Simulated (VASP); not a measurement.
A convergence study with VASP on HgTe (space group F-43m): one setting is varied, all else stays as given below, so the limit is that of these other settings.

```xyz
2
Lattice="0.0000 3.2138 3.2138 3.2138 0.0000 3.2138 3.2138 3.2138 0.0000" Properties=species:S:1:pos:R:3 pbc="T T T"
Hg     0.0000     0.0000     0.0000
Te     1.6069     1.6069     1.6069
```

Computed with PBEsol GGA, VASP's PBE PAW potentials (set 64) (plane waves; VASP 6.6.1). The tightest run used: 450 eV cut-off, 7×7×7 Γ-centred mesh, Gaussian smearing of 0.010 eV, potentials Hg Te.

The settings run are ENCUT = 150; ENCUT = 180; ENCUT = 210; ENCUT = 255; ENCUT = 300; ENCUT = 360; ENCUT = 450. From which on does the highest Γ mode stay within 1 cm⁻¹ of the tightest run?

From ENCUT = 255 on: it is off by 0.4 there and by no more than 1 in any finer run, while ENCUT = 210 is off by 1.8.
```tsv
setting	highest Γ mode (cm⁻¹)	plane waves	difference judged (cm⁻¹)
ENCUT = 150	124.7	290	5.7
ENCUT = 180	117.6	378	1.3
ENCUT = 210	117.2	471	1.8
ENCUT = 255	118.5	623	0.4
ENCUT = 300	118.9	801	0.1
ENCUT = 360	119.0	1041	0.0
ENCUT = 450	119.0	1459	0.0
```

Left out are rungs that failed or repeat a setting and relaxations that didn't move; long series are thinned to 24 rows.

The structure is a typed HgTe crystal (space group no. 216). The cell was not relaxed at this level.
